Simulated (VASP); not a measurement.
Level of theory: PBEsol GGA, VASP's PBE PAW potentials (set 64) (plane waves; VASP 6.6.1).

VASP input:

POSCAR:
```
HgTe
1
   -0.0000000000     3.1586553976     3.1586553976
    3.1586553976    -0.0000000000     3.1586553976
    3.1586553976     3.1586553976     0.0000000000
Hg Te
1 1
Direct
  0.0000000000   0.0000000000   0.0000000000
  0.2500000000   0.2500000000   0.2500000000
```

**INCAR**
```
# general
SYSTEM  = HgTe
PREC    = Accurate
ENCUT   = 500   # plane-wave cut-off (eV)
LREAL   = F   # projection in real space or not
LASPH   = T   # aspherical one-centre terms

# electronic loop
EDIFF   = 1E-6   # SCF stop (eV)
NELM    = 100
ALGO    = Normal   # blocked Davidson
LMAXMIX = 6   # l cut-off of mixed one-centre charges

# smearing
ISMEAR  = 1
SIGMA   = 0.1

# functional
GGA     = PS

# ions
IBRION  = 2   # conjugate gradients
NSW     = 40   # most ionic steps
ISIF    = 3
EDIFFG  = -0.02
PSTRESS = 50   # kbar

# output
LWAVE   = F
LCHARG  = F
```

### KPOINTS
```
Automatic mesh
0
Gamma
10 10 10
0 0 0
```

POTCAR, in this order: Hg Te (PBE.64 set). Program: vasp_std.

The run wrote:

**OSZICAR**
```
       N       E                     dE             d eps       ncg     rms          rms(c)
DAV:   1     0.108893204493E+03    0.10889E+03   -0.80346E+03  1222   0.117E+03
DAV:   2    -0.110077216795E+00   -0.10900E+03   -0.10362E+03  1322   0.270E+02
DAV:   3    -0.449953142634E+01   -0.43895E+01   -0.43688E+01  1467   0.564E+01
DAV:   4    -0.454103260564E+01   -0.41501E-01   -0.41489E-01  1672   0.511E+00
DAV:   5    -0.454123372990E+01   -0.20112E-03   -0.20112E-03  1477   0.300E-01    0.928E+00
DAV:   6    -0.430447149705E+01    0.23676E+00   -0.57862E-01  1397   0.119E+01    0.717E+00
DAV:   7    -0.429212106848E+01    0.12350E-01   -0.13243E-01  1357   0.301E+00    0.243E+00
DAV:   8    -0.428978336683E+01    0.23377E-02   -0.15026E-02  1272   0.172E+00    0.717E-01
DAV:   9    -0.428955402908E+01    0.22934E-03   -0.88960E-04  1412   0.383E-01    0.179E-01
DAV:  10    -0.428955641230E+01   -0.23832E-05   -0.89544E-05  1415   0.982E-02    0.586E-02
DAV:  11    -0.428956387336E+01   -0.74611E-05   -0.33191E-05  1332   0.632E-02    0.491E-02
DAV:  12    -0.428956152084E+01    0.23525E-05   -0.63088E-06  1332   0.305E-02    0.197E-02
DAV:  13    -0.428956143083E+01    0.90011E-07   -0.54833E-07   666   0.477E-03
   1 F= -.23225986E+01 E0= -.23226681E+01  d E =-.232260E+01
```

File OUTCAR:
```
------------------------ aborting loop because EDIFF is reached ----------------------------------------
  FORCE on cell =-STRESS in cart. coord.  units (eV):
  Direction    XX          YY          ZZ          XY          YZ          ZX
  --------------------------------------------------------------------------------------
  Total        1.9442574      1.9442574      1.9442574     -0.0000000      0.0000000     -0.0000000
  in kB       49.4228292     49.4228292     49.4228292     -0.0000000      0.0000000     -0.0000000
  external PRESSURE =      -0.5771708 kB  Pullay stress =      50.0000000 kB
  volume of cell :       63.03
      direct lattice vectors                 reciprocal lattice vectors
     0.000000000  3.158655398  3.158655398    -0.158295204  0.158295204  0.158295204
     3.158655398  0.000000000  3.158655398     0.158295204 -0.158295204  0.158295204
     3.158655398  3.158655398  0.000000000     0.158295204  0.158295204 -0.158295204
 POSITION                                       TOTAL-FORCE (eV/Angst)
 -----------------------------------------------------------------------------------
      0.00000      0.00000      0.00000         0.000000      0.000000      0.000000
      1.57933      1.57933      1.57933        -0.000000     -0.000000     -0.000000
 -----------------------------------------------------------------------------------
    total drift:                               -0.000000     -0.000000     -0.000000
  FREE ENERGIE OF THE ION-ELECTRON SYSTEM (eV)
  ---------------------------------------------------
  free  energy   TOTEN  =        -4.2895614308 eV

  energy  without entropy=       -4.2897701855  energy(sigma->0) =       -4.28963102
  enthalpy is  TOTEN    =        -2.3225985634 eV   P V=        1.9669628675

 reached required accuracy - stopping structural energy minimisation
```
(Selected blocks of OUTCAR.)

The structure was generated: HgTe was put into the zinc blende type (F-43m), which need not be its known phase. It was relaxed first under an external pressure of 5 GPa.
